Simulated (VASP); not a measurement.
## LuNb4: single point with PBE

Crystal: LuNb4.

```
Lu Nb
1.0
    -2.78391    2.78391    2.78391
     2.78391   -2.78391    2.78391
     2.78391    2.78391   -2.78391
Lu Nb
1 4
Cartesian
  0.0000 0.0000 0.0000
  1.3920 1.3920 -1.3920
  1.3920 -1.3920 1.3920
  -1.3920 1.3920 1.3920
  1.3920 1.3920 1.3920
```

The cell was built by a generator and needn't be a form met in nature.

The cell isn't the ideal one: species swapped into the MnGa4 type (Im-3m, No. 229).

* Program: VASP 6.6.1
* Task: single point
* Functional: PBE
* Potentials or basis: VASP PAW PBE potentials, release 64 (Lu, Nb_sv)
* Cutoff: 520 eV
* k mesh: 4 × 4 × 4
* Occupations: gaussian, width 0.1 eV
* Spin: no spin polarisation

```yaml
Pressure: 45.6 GPa
Band_gap_on_the_k_mesh: none (metal or under the smearing width)
```

Levels at points of the mesh, in eV from the Fermi level:
| k point | band 36 | band 37 | band 38 | band 39 | band 40 | band 41 |
| --- | --- | --- | --- | --- | --- | --- |
| (0.00, 0.00, 0.00) | -3.14 | 0.22 | 0.22 | 0.22 | 2.15 | 2.15 |
| (0.50, 0.00, 0.00) | -0.32 | -0.32 | -0.09 | 0.00 | 0.07 | 0.63 |
| (0.50, 0.50, 0.50) | -1.54 | -0.93 | -0.93 | 1.47 | 1.58 | 1.58 |

Wall time 32 s on 1 thread of Intel(R) Xeon(R) 6975P-C (Granite Rapids) (shared host), peak memory 0.21 GiB.

Caveat: the k mesh is coarse (spacing up to 0.40 Å⁻¹), so the values aren't converged; a pressure of tens of GPa on the cell as given is suspect, and the run, the potentials or the cell itself is likely at fault. Spin-orbit coupling is left out, which matters for the levels of Lu.
